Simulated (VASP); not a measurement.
**CaO (relaxed from the CsCl type structure, space group Pm-3m): computed properties**

The numbers are results of PBEsol GGA, VASP's PBE PAW potentials (set 64) (plane waves; VASP), not measurements.

```yaml
space_group: Pm-3m (221)
cell: a = b = c = 2.893 Å, α = β = γ = 90.00°
volume_per_atom: 12.11 Å^3/atom
band gap (over mesh and band path): 2.68 eV
smallest direct gap (over mesh and band path): 2.98 eV
band_edge_character: indirect, M to Γ
density: 3.84 g/cm³
```

```
CaO
1.0
    2.89323     0.00000     0.00000
    0.00000     2.89323     0.00000
    0.00000     0.00000     2.89323
Ca O
1 1
Direct
  0.00000   0.00000   0.00000
  0.50000   0.50000   0.50000
```

The structure was generated: CaO was put into the CsCl type type (Pm-3m), which need not be its known phase. It was relaxed first, which changed the volume by -22 %. Symmetry was kept, so distortions that lower it aren't found.
